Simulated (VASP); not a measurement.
## TiB2 under strain

How does the pressure of TiB2 answer to a change of volume? The bands are shown for each cell. All runs use LDA. Left out of this account: 1 further run (fields: a reference on another mesh). The start is a cell from a database of measured crystal structures.

Calculated with VASP 6.6.1; LDA; plane waves and PAW (Ti_sv, B).

Report form: the programs' logs are mostly left out.

## Step 1: The structure

The structure is hexagonal, space group P6/mmm (No. 191). The conventional cell has a = 3.029 Å, b = 3.029 Å, c = 3.228 Å, α = 90.00°, β = 90.00°, γ = 120.00°. Nearest to Ti lie 12 B at 2.38 Å. Nearest to B lie 3 B at 1.75 Å and 6 Ti at 2.38 Å. Farther neighbours are not listed.

As a file:

```cif
data_structure
_symmetry_space_group_name_H-M 'P6/mmm'
_symmetry_Int_Tables_number 191
_cell_length_a 3.0292
_cell_length_b 3.0292
_cell_length_c 3.2284
_cell_angle_alpha 90.000
_cell_angle_beta 90.000
_cell_angle_gamma 120.000
_cell_volume 25.66
loop_
_atom_site_label
_atom_site_type_symbol
_atom_site_symmetry_multiplicity
_atom_site_Wyckoff_symbol
_atom_site_fract_x
_atom_site_fract_y
_atom_site_fract_z
_atom_site_occupancy
Ti1 Ti 1 a 0.00000 0.00000 0.00000 1
B1 B 2 d 0.33333 0.66667 0.50000 1
```

## Step 2: Bands, cell as listed

Levels along the symmetry lines show where the bands peak and cross; KPOINTS_OPT computes them in the converged potential. LDA, the lowest rung, knows the local density alone.

Contents of INCAR:

```
SYSTEM = TiB2
PREC = Accurate
ENCUT = 420
EDIFF = 1E-06
NELM = 100
ISMEAR = -1
SIGMA = 0.05
LREAL = .FALSE.
ALGO = Normal
GGA = CA
NBANDS = 22
LASPH = .TRUE.
LORBIT = 11
LWAVE = .FALSE.
LCHARG = .FALSE.
KPAR = 4
```

Contents of POSCAR:

```
TiB2
1.0
    3.0292000000      0.0000000000      0.0000000000
   -1.5146000000      2.6233641531      0.0000000000
    0.0000000000      0.0000000000      3.2284000000
Ti B
1 2
Direct
    0.0000000000      0.0000000000      0.0000000000
    0.3333333333      0.6666666667      0.5000000000
    0.6666666667      0.3333333333      0.5000000000
```

Contents of KPOINTS:

```
Automatic mesh
0
Gamma
11 11 9
0 0 0
```

Contents of KPOINTS_OPT:

```
Line mode
16
Line-mode
Reciprocal
  0.00000000   0.00000000   0.00000000 GAMMA
  0.50000000   0.00000000   0.00000000 M

  0.50000000   0.00000000   0.00000000 M
  0.33333333   0.33333333   0.00000000 K

  0.33333333   0.33333333   0.00000000 K
  0.00000000   0.00000000   0.00000000 GAMMA

  0.00000000   0.00000000   0.00000000 GAMMA
  0.00000000   0.00000000   0.50000000 A

  0.00000000   0.00000000   0.50000000 A
  0.50000000   0.00000000   0.50000000 L

  0.50000000   0.00000000   0.50000000 L
  0.33333333   0.33333333   0.50000000 H

  0.33333333   0.33333333   0.50000000 H
  0.00000000   0.00000000   0.50000000 A

  0.50000000   0.00000000   0.50000000 L
  0.50000000   0.00000000   0.00000000 M

  0.33333333   0.33333333   0.00000000 K
  0.33333333   0.33333333   0.50000000 H
```

PAW data sets: Ti_sv and B (LDA family, release 64).

Started as:

```console
> mpirun -np 4 vasp_std
```

The job ended after 16 s (4 MPI ranks of Intel Xeon Platinum 8488C (Sapphire Rapids), shared host; peak memory 0.66 GiB).

At this level the cell is under a tension of 10.9 GPa, so at these settings it is away from equilibrium.

This step gave:

- SCF cycles: 14
- electrons: 18
- bands: 22
- irreducible k-points: 80
- symmetry operations: 24
- free energy (TOTEN): -26.88 eV
- energy at zero smearing: -26.88 eV
- Fermi energy: 9.885 eV
- pressure: -10.94 GPa
- metallic: yes

The electronic bands at the labelled points (eV, zero at the Fermi level; # counts the bands kept):

| point | #2 | #3 | #4 | #5 | #6 | #7 | #8 | #9 |
| --- | --- | --- | --- | --- | --- | --- | --- | --- |
| Γ | -2.55 | -2.55 | -2.22 | -2.08 | 1.91 | 1.91 | 3.67 | 3.67 |
| 0.47 of the way | -4.87 | -2.79 | -2.76 | -1.79 | 1.65 | 2.14 | 2.53 | 3.22 |
| M | -8.99 | -3.18 | -3.17 | -2.22 | 1.36 | 2.76 | 3.24 | 3.43 |
| 0.47 of the way | -8.80 | -5.07 | -2.87 | -0.56 | -0.06 | 2.26 | 2.91 | 5.11 |
| K | -8.10 | -7.24 | -1.82 | -1.82 | 1.40 | 1.40 | 2.01 | 6.95 |
| 0.53 of the way | -5.09 | -3.75 | -2.84 | -1.12 | 1.19 | 1.67 | 2.78 | 3.91 |
| Γ | -2.55 | -2.55 | -2.22 | -2.08 | 1.91 | 1.91 | 3.67 | 3.67 |
| 0.47 of the way | -5.19 | -1.99 | -1.99 | 0.26 | 0.74 | 0.74 | 2.56 | 2.56 |
| A | -7.47 | -0.49 | -0.49 | -0.15 | -0.15 | 0.46 | 0.46 | 1.64 |
| 0.53 of the way | -5.87 | -4.86 | -3.59 | -1.51 | 1.64 | 2.09 | 2.76 | 3.47 |
| L | -7.37 | -4.58 | -3.75 | -3.01 | 2.49 | 2.94 | 4.52 | 4.60 |
| 0.47 of the way | -7.53 | -5.08 | -3.45 | -3.06 | 2.50 | 3.32 | 4.18 | 4.49 |
| H | -8.38 | -5.61 | -3.06 | -3.06 | 2.51 | 4.30 | 4.30 | 4.54 |
| 0.53 of the way | -5.82 | -4.72 | -3.90 | -1.53 | 1.64 | 2.14 | 2.78 | 3.59 |
| A | -7.47 | -0.49 | -0.49 | -0.15 | -0.15 | 0.46 | 0.46 | 1.64 |
| jump to L | -7.37 | -4.58 | -3.75 | -3.01 | 2.49 | 2.94 | 4.52 | 4.60 |
| 0.47 of the way | -8.36 | -4.06 | -3.08 | -2.69 | 1.87 | 2.86 | 3.07 | 4.73 |
| M | -8.99 | -3.18 | -3.17 | -2.22 | 1.36 | 2.76 | 3.24 | 3.43 |
| jump to K | -8.10 | -7.24 | -1.82 | -1.82 | 1.40 | 1.40 | 2.01 | 6.95 |
| 0.53 of the way | -8.25 | -6.41 | -2.65 | -2.65 | 2.31 | 2.86 | 2.86 | 5.74 |
| H | -8.38 | -5.61 | -3.06 | -3.06 | 2.51 | 4.30 | 4.30 | 4.54 |

Of the projections kept (Ti, B), the largest for each band there; the rest of the weight can lie on other orbitals:

| point | #2 | #3 | #4 | #5 | #6 | #7 | #8 | #9 |
| --- | --- | --- | --- | --- | --- | --- | --- | --- |
| Γ | B 0.57 | B 0.57 | B 0.83 | Ti 0.99 | Ti 1.00 | Ti 1.00 | Ti 0.64 | Ti 0.64 |
| M | B 0.87 | B 0.93 | Ti 0.61 | Ti 0.90 | Ti 1.00 | Ti 0.99 | Ti 0.91 | B 0.90 |
| K | B 0.84 | B 0.72 | Ti 0.68 | Ti 0.68 | Ti 0.86 | Ti 0.86 | Ti 0.90 | Ti 0.57 |
| Γ | B 0.57 | B 0.57 | B 0.83 | Ti 0.99 | Ti 1.00 | Ti 1.00 | Ti 0.64 | Ti 0.64 |
| A | B 0.55 | B 1.00 | B 1.00 | Ti 0.86 | Ti 0.86 | Ti 1.00 | Ti 1.00 | Ti 0.94 |
| L | B 0.88 | B 0.68 | Ti 0.72 | B 0.66 | Ti 0.99 | Ti 1.00 | Ti 0.85 | Ti 0.77 |

There is no gap at this level.

## Step 3: Bands, volume times 1.04

The cell is expanded evenly, with fractional positions held.

INCAR is that of step 2.

Contents of POSCAR:

```
TiB2
1.0
    3.0690624661      0.0000000000      0.0000000000
   -1.5345312330      2.6578860614      0.0000000000
    0.0000000000      0.0000000000      3.2708838193
Ti B
1 2
Direct
    0.0000000000      0.0000000000      0.0000000000
    0.3333333333      0.6666666667      0.5000000000
    0.6666666667      0.3333333333      0.5000000000
```

KPOINTS is that of step 2.

KPOINTS_OPT is that of step 2.

Started as:

```console
> mpirun -np 4 vasp_std
```

The job ended after 16 s (4 MPI ranks; peak memory 0.69 GiB; 62 s of CPU time).

This step gave:

```
free energy (TOTEN)     : -26.79 eV
energy at zero smearing : -26.78 eV
Fermi energy            : 9.453 eV
pressure                : -19.54 GPa
```

Electronic bands along the path, in eV, zero at the Fermi level; # counts the bands kept:

| point | #2 | #3 | #4 | #5 | #6 | #7 | #8 | #9 |
| --- | --- | --- | --- | --- | --- | --- | --- | --- |
| Γ | -2.47 | -2.47 | -2.20 | -1.98 | 1.80 | 1.80 | 3.49 | 3.49 |
| 0.53 of the way | -5.30 | -2.80 | -2.77 | -1.73 | 1.50 | 2.02 | 2.38 | 3.25 |
| M | -8.92 | -3.12 | -3.05 | -2.12 | 1.28 | 2.61 | 3.06 | 3.32 |
| 0.53 of the way | -8.57 | -5.28 | -2.67 | -0.31 | -0.27 | 2.03 | 2.66 | 5.22 |
| K | -8.01 | -7.05 | -1.75 | -1.75 | 1.33 | 1.33 | 1.90 | 6.66 |
| 0.47 of the way | -5.48 | -4.12 | -2.79 | -0.78 | 0.85 | 1.40 | 2.76 | 4.18 |
| Γ | -2.47 | -2.47 | -2.20 | -1.98 | 1.80 | 1.80 | 3.49 | 3.49 |
| 0.47 of the way | -5.09 | -1.92 | -1.92 | 0.25 | 0.70 | 0.70 | 2.44 | 2.44 |
| A | -7.31 | -0.49 | -0.49 | -0.14 | -0.14 | 0.43 | 0.43 | 1.55 |
| 0.53 of the way | -5.76 | -4.76 | -3.48 | -1.45 | 1.55 | 1.97 | 2.60 | 3.31 |
| L | -7.28 | -4.43 | -3.62 | -2.99 | 2.34 | 2.78 | 4.25 | 4.37 |
| 0.53 of the way | -7.46 | -5.07 | -3.27 | -3.04 | 2.36 | 3.25 | 3.91 | 4.20 |
| H | -8.23 | -5.50 | -3.00 | -3.00 | 2.37 | 4.03 | 4.03 | 4.30 |
| 0.53 of the way | -5.72 | -4.62 | -3.79 | -1.47 | 1.56 | 2.02 | 2.61 | 3.42 |
| A | -7.31 | -0.49 | -0.49 | -0.14 | -0.14 | 0.43 | 0.43 | 1.55 |
| jump to L | -7.28 | -4.43 | -3.62 | -2.99 | 2.34 | 2.78 | 4.25 | 4.37 |
| 0.47 of the way | -8.21 | -3.94 | -3.02 | -2.58 | 1.75 | 2.70 | 2.91 | 4.50 |
| M | -8.92 | -3.12 | -3.05 | -2.12 | 1.28 | 2.61 | 3.06 | 3.32 |
| jump to K | -8.01 | -7.05 | -1.75 | -1.75 | 1.33 | 1.33 | 1.90 | 6.66 |
| 0.53 of the way | -8.13 | -6.26 | -2.58 | -2.58 | 2.19 | 2.71 | 2.71 | 5.45 |
| H | -8.23 | -5.50 | -3.00 | -3.00 | 2.37 | 4.03 | 4.03 | 4.30 |

Of the projections kept (Ti, B), the largest for each band there; the rest of the weight can lie on other orbitals:

| point | #2 | #3 | #4 | #5 | #6 | #7 | #8 | #9 |
| --- | --- | --- | --- | --- | --- | --- | --- | --- |
| Γ | B 0.57 | B 0.57 | B 0.83 | Ti 0.99 | Ti 1.00 | Ti 1.00 | Ti 0.65 | Ti 0.65 |
| M | B 0.88 | B 0.94 | Ti 0.61 | Ti 0.90 | Ti 1.00 | Ti 0.99 | Ti 0.92 | B 0.90 |
| K | B 0.85 | B 0.72 | Ti 0.68 | Ti 0.68 | Ti 0.87 | Ti 0.87 | Ti 0.90 | Ti 0.57 |
| Γ | B 0.57 | B 0.57 | B 0.83 | Ti 0.99 | Ti 1.00 | Ti 1.00 | Ti 0.65 | Ti 0.65 |
| A | B 0.55 | B 1.00 | B 1.00 | Ti 0.87 | Ti 0.87 | Ti 1.00 | Ti 1.00 | Ti 0.94 |
| L | B 0.89 | B 0.68 | Ti 0.72 | B 0.66 | Ti 0.99 | Ti 1.00 | Ti 0.85 | Ti 0.77 |

 The pressure is -19.54 GPa.

For the pressure, step 2 gave -10.9 GPa; this run, with cell volume +4.0 %, gives -19.5 GPa.

## Step 4: Bands, volume times 1.08

INCAR is that of step 3.

Contents of POSCAR:

```
TiB2
1.0
    3.1079154826      0.0000000000      0.0000000000
   -1.5539577413      2.6915337607      0.0000000000
    0.0000000000      0.0000000000      3.3122918078
Ti B
1 2
Direct
    0.0000000000      0.0000000000      0.0000000000
    0.3333333333      0.6666666667      0.5000000000
    0.6666666667      0.3333333333      0.5000000000
```

KPOINTS is that of step 3.

KPOINTS_OPT is that of step 3.

Started as:

```console
> mpirun -np 4 vasp_std
```

Wall time 16 s (4 MPI ranks); peak memory 0.66 GiB.

Numbers from this step:

| Property | Result |
| --- | --- |
| free energy (TOTEN) | -26.64 eV |
| energy at zero smearing | -26.64 eV |
| Fermi energy | 9.046 eV |
| pressure | -26.58 GPa |

The electronic bands at the labelled points (eV, zero at the Fermi level; # counts the bands kept):

| point | #2 | #3 | #4 | #5 | #6 | #7 | #8 | #9 |
| --- | --- | --- | --- | --- | --- | --- | --- | --- |
| Γ | -2.39 | -2.39 | -2.18 | -1.90 | 1.70 | 1.70 | 3.33 | 3.33 |
| 0.47 of the way | -4.68 | -2.65 | -2.63 | -1.63 | 1.47 | 1.93 | 2.29 | 2.91 |
| M | -8.83 | -3.06 | -2.94 | -2.03 | 1.21 | 2.47 | 2.89 | 3.23 |
| 0.47 of the way | -8.51 | -4.85 | -2.65 | -0.51 | -0.06 | 2.03 | 2.60 | 4.74 |
| K | -7.93 | -6.87 | -1.68 | -1.68 | 1.27 | 1.27 | 1.80 | 6.39 |
| 0.47 of the way | -5.38 | -4.02 | -2.71 | -0.75 | 0.80 | 1.34 | 2.62 | 3.98 |
| Γ | -2.39 | -2.39 | -2.18 | -1.90 | 1.70 | 1.70 | 3.33 | 3.33 |
| 0.47 of the way | -4.99 | -1.86 | -1.86 | 0.23 | 0.66 | 0.66 | 2.33 | 2.33 |
| A | -7.16 | -0.48 | -0.48 | -0.14 | -0.14 | 0.41 | 0.41 | 1.46 |
| 0.47 of the way | -5.97 | -4.13 | -3.09 | -1.10 | 1.25 | 1.78 | 2.18 | 2.82 |
| L | -7.18 | -4.29 | -3.50 | -2.97 | 2.21 | 2.63 | 4.00 | 4.15 |
| 0.53 of the way | -7.34 | -4.94 | -3.17 | -3.00 | 2.23 | 3.08 | 3.69 | 3.95 |
| H | -8.08 | -5.40 | -2.93 | -2.93 | 2.24 | 3.79 | 3.79 | 4.09 |
| 0.47 of the way | -5.20 | -5.07 | -4.05 | -1.71 | 1.72 | 2.04 | 2.71 | 3.60 |
| A | -7.16 | -0.48 | -0.48 | -0.14 | -0.14 | 0.41 | 0.41 | 1.46 |
| jump to L | -7.18 | -4.29 | -3.50 | -2.97 | 2.21 | 2.63 | 4.00 | 4.15 |
| 0.47 of the way | -8.06 | -3.83 | -2.96 | -2.48 | 1.65 | 2.56 | 2.76 | 4.28 |
| M | -8.83 | -3.06 | -2.94 | -2.03 | 1.21 | 2.47 | 2.89 | 3.23 |
| jump to K | -7.93 | -6.87 | -1.68 | -1.68 | 1.27 | 1.27 | 1.80 | 6.39 |
| 0.47 of the way | -7.99 | -6.27 | -2.38 | -2.38 | 2.02 | 2.34 | 2.34 | 5.38 |
| H | -8.08 | -5.40 | -2.93 | -2.93 | 2.24 | 3.79 | 3.79 | 4.09 |

Of the projections kept (Ti, B), the largest for each band there; the rest of the weight can lie on other orbitals:

| point | #2 | #3 | #4 | #5 | #6 | #7 | #8 | #9 |
| --- | --- | --- | --- | --- | --- | --- | --- | --- |
| Γ | B 0.57 | B 0.57 | B 0.84 | Ti 0.99 | Ti 1.00 | Ti 1.00 | Ti 0.65 | Ti 0.65 |
| M | B 0.77 | B 0.94 | Ti 0.62 | Ti 0.90 | Ti 1.00 | Ti 0.99 | Ti 0.92 | B 0.91 |
| K | B 0.86 | B 0.72 | Ti 0.69 | Ti 0.69 | Ti 0.88 | Ti 0.88 | Ti 0.91 | Ti 0.57 |
| Γ | B 0.57 | B 0.57 | B 0.84 | Ti 0.99 | Ti 1.00 | Ti 1.00 | Ti 0.65 | Ti 0.65 |
| A | B 0.55 | B 1.00 | B 1.00 | Ti 0.87 | Ti 0.87 | Ti 1.00 | Ti 1.00 | Ti 0.94 |
| L | B 0.89 | B 0.68 | Ti 0.72 | B 0.67 | Ti 0.99 | Ti 1.00 | Ti 0.86 | Ti 0.77 |

 The pressure is -26.58 GPa.

For the pressure, step 2 gave -10.9 GPa; this run, with cell volume +8.0 %, gives -26.6 GPa.

## Step 5: Bands, sheared, principal strains -3.5, +1.5, +2.0 %

The cell is sheared at fixed volume, which lowers its symmetry.

INCAR is that of step 4.

Contents of POSCAR:

```
TiB2
1.0
    3.0255200000      0.0769870000     -0.0269190000
   -1.4460880000      2.5588660000      0.0364890000
   -0.0286900000      0.0283410000      3.2673420000
Ti B
1 2
Direct
    0.0000000000      0.0000000000      0.0000000000
    0.3333333333      0.6666666667      0.5000000000
    0.6666666667      0.3333333333      0.5000000000
```

KPOINTS is that of step 4.

Contents of KPOINTS_OPT:

```
Line mode
16
Line-mode
Reciprocal
 -0.50000000   0.00000000   0.00000000 X
  0.00000000   0.00000000   0.00000000 GAMMA

  0.00000000   0.00000000   0.00000000 GAMMA
  0.00000000   0.00000000   0.50000000 Y

 -0.50000000   0.00000000   0.50000000 L
  0.00000000   0.00000000   0.00000000 GAMMA

  0.00000000   0.00000000   0.00000000 GAMMA
  0.00000000   0.50000000   0.00000000 Z

 -0.50000000   0.50000000   0.00000000 N
  0.00000000   0.00000000   0.00000000 GAMMA

  0.00000000   0.00000000   0.00000000 GAMMA
  0.00000000   0.50000000   0.50000000 M

 -0.50000000   0.50000000   0.50000000 R
  0.00000000   0.00000000   0.00000000 GAMMA
```

Started as:

```console
> mpirun -np 4 vasp_std
```

Elapsed: 54 s, on 4 MPI ranks; peak memory 1.6 GiB.

The path and its labels are those of the sheared lattice, so a letter need not mean the same point as in the unstrained cell.

Numbers from this step:

```yaml
irreducible_k_points: 545
symmetry_operations: 2
free_energy_toten: -26.80 eV
energy_at_zero_smearing: -26.79 eV
fermi_energy: 9.873 eV
pressure: -9.576 GPa
```

Electronic bands along the path, in eV, zero at the Fermi level; # counts the bands kept:

| point | #1 | #2 | #3 | #4 | #5 | #6 | #7 | #8 |
| --- | --- | --- | --- | --- | --- | --- | --- | --- |
| X | -9.23 | -3.38 | -2.70 | -2.05 | 1.49 | 2.74 | 3.34 | 3.47 |
| 0.53 of the way | -5.04 | -2.97 | -2.34 | -1.75 | 1.74 | 2.07 | 2.63 | 3.00 |
| Γ | -2.71 | -2.41 | -2.22 | -2.03 | 1.81 | 1.96 | 3.48 | 3.66 |
| 0.53 of the way | -5.68 | -1.96 | -1.48 | 0.37 | 0.48 | 0.78 | 2.08 | 2.39 |
| Y | -7.48 | -0.58 | -0.27 | -0.19 | 0.09 | 0.21 | 0.75 | 1.46 |
| jump to L | -7.42 | -4.11 | -3.59 | -3.25 | 2.31 | 2.93 | 4.24 | 4.55 |
| 0.47 of the way | -5.53 | -4.48 | -2.84 | -1.33 | 1.43 | 1.52 | 3.41 | 3.63 |
| Γ | -2.71 | -2.41 | -2.22 | -2.03 | 1.81 | 1.96 | 3.48 | 3.66 |
| 0.53 of the way | -5.26 | -3.03 | -2.83 | -1.75 | 1.54 | 2.03 | 2.52 | 3.39 |
| Z | -8.89 | -3.28 | -3.19 | -2.21 | 1.31 | 2.70 | 3.32 | 3.40 |
| jump to N | -8.70 | -3.46 | -3.22 | -2.32 | 1.21 | 2.83 | 3.21 | 3.31 |
| 0.47 of the way | -5.11 | -3.03 | -3.00 | -1.81 | 1.48 | 2.04 | 2.47 | 3.50 |
| Γ | -2.71 | -2.41 | -2.22 | -2.03 | 1.81 | 1.96 | 3.48 | 3.66 |
| 0.47 of the way | -4.89 | -4.13 | -3.00 | -1.09 | 1.13 | 1.24 | 3.23 | 3.71 |
| M | -7.43 | -4.58 | -3.72 | -2.90 | 2.37 | 2.98 | 4.26 | 4.70 |
| jump to R | -7.44 | -4.82 | -3.81 | -2.71 | 2.42 | 3.04 | 4.39 | 4.67 |
| 0.47 of the way | -5.23 | -4.16 | -3.50 | -1.34 | 1.18 | 1.30 | 3.45 | 3.91 |
| Γ | -2.71 | -2.41 | -2.22 | -2.03 | 1.81 | 1.96 | 3.48 | 3.66 |

Of the projections kept (Ti, B), the largest for each band there; the rest of the weight can lie on other orbitals:

| point | #1 | #2 | #3 | #4 | #5 | #6 | #7 | #8 |
| --- | --- | --- | --- | --- | --- | --- | --- | --- |
| X | B 0.75 | Ti 0.59 | B 0.94 | Ti 0.93 | Ti 1.00 | Ti 0.98 | Ti 0.93 | B 0.87 |
| Γ | B 0.53 | B 0.82 | Ti 0.55 | Ti 0.79 | Ti 1.00 | Ti 1.00 | Ti 0.63 | Ti 0.65 |
| Y | B 0.54 | B 1.00 | B 1.00 | Ti 0.86 | Ti 0.89 | Ti 0.99 | Ti 1.00 | Ti 0.94 |
| L | B 0.87 | B 0.67 | Ti 0.72 | B 0.66 | Ti 0.98 | Ti 1.00 | Ti 0.84 | Ti 0.76 |
| Γ | B 0.53 | B 0.82 | Ti 0.55 | Ti 0.79 | Ti 1.00 | Ti 1.00 | Ti 0.63 | Ti 0.65 |
| Z | B 0.88 | Ti 0.61 | B 0.94 | Ti 0.90 | Ti 1.00 | Ti 0.97 | B 0.90 | Ti 0.92 |

Force by atom:

| atom | x (eV/Å) | y (eV/Å) | z (eV/Å) | size |
| --- | --- | --- | --- | --- |
| Ti1 | 0.000 | 0.000 | 0.000 | 0.000 |
| B2 | -0.172 | 0.005 | 0.008 | 0.172 |
| B3 | 0.172 | -0.005 | -0.008 | 0.172 |

 The pressure is -9.58 GPa, and the symmetry operations fall from 24 to 2.

[end of part 1 of 2]

[Lines on the potential files, build, host, timing and source positions are cut from VASP's logs without a mark.]

[Logs are printed without paths, hosts, clocks, repeated set-up lines and the standing remarks that a program may print on its own settings, such as how far it seeks lower states.]

[Hosts, paths, dates, database ids (printed as entryN), source tags and the programs' standing remarks are cut or masked in the printed files.]

[A measured line is paired with the nearest computed mode of its activity, which favours agreement.]
